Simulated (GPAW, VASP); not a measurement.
VASP input:

### INCAR
```
SYSTEM = OsRu3
PREC = Accurate; ENCUT = 300; LREAL = .False.
LASPH = .True.
EDIFF = 1E-6; NELM = 100; ALGO = Normal
LMAXMIX = 6
ISMEAR = -1; SIGMA = 0.136
GGA = PS
ISIF = 2
LWAVE = .False.; LCHARG = .False.
```

### POSCAR
```
OsRu3
5.3218120
  1.0000000000   0.0000000000   0.0000000000
 -0.5000000000   0.8660253312   0.0000000000
  0.0000000000   0.0000000000   0.7901744744
Ru Os
6 2
Direct
  0.8325600000   0.1674400000   0.7500000000
  0.1674400000   0.8325600000   0.2500000000
  0.6651200000   0.8325600000   0.2500000000
  0.3348800000   0.1674400000   0.7500000000
  0.8325600000   0.6651200000   0.7500000000
  0.1674400000   0.3348800000   0.2500000000
  0.6666670000   0.3333330000   0.2500000000
  0.3333330000   0.6666670000   0.7500000000
```

File KPOINTS:
```
Automatic mesh
0
Gamma
4 4 5
0 0 0
```

POTCAR, in this order: Ru_pv Os (PBE.64 set). Program: vasp_std.

Task: Translate it to GPAW.

Result: One input that does it (PBEsol, GPAW PAW datasets PBEsol (made by gpaw-setup)):
```
from ase import Atoms
from ase.units import GPa
from gpaw import GPAW

atoms = Atoms(['Ru', 'Ru', 'Ru', 'Ru', 'Ru', 'Ru', 'Os', 'Os'],
              cell=[[5.321812, 0.000000, 0.000000],
                    [-2.660906, 4.608824, 0.000000],
                    [0.000000, 0.000000, 4.205160]],
              scaled_positions=[[0.832560, 0.167440, 0.750000],
                                [0.167440, 0.832560, 0.250000],
                                [0.665120, 0.832560, 0.250000],
                                [0.334880, 0.167440, 0.750000],
                                [0.832560, 0.665120, 0.750000],
                                [0.167440, 0.334880, 0.250000],
                                [0.666667, 0.333333, 0.250000],
                                [0.333333, 0.666667, 0.750000]],
              pbc=True)

calc = GPAW(mode={'name': 'pw', 'ecut': 600},
            xc='PBEsol',
            kpts={'size': (4, 4, 5), 'gamma': True},
            occupations={'name': 'fermi-dirac', 'width': 0.136},
            nbands=-12,
            symmetry={'symmorphic': False, 'tolerance': 0.0005},
            maxiter=120)

atoms.calc = calc

energy = atoms.get_potential_energy()
print('Energy (eV):', round(energy, 6))
forces = atoms.get_forces()
print('Forces (eV/Ang):')
print(forces.round(5))
stress = atoms.get_stress()
print('Stress (GPa, Voigt):', (stress / GPa).round(4))
```
The two runs describe the same crystal, functional and task. Each code takes its own potentials, basis and convergence tests.

The structure comes from a computed database's OsRu3 entry (P6_3/mmc); how it stands against other phases isn't given here. The cell was not relaxed at this level, and its volume differs by -5.9 % from the start's.
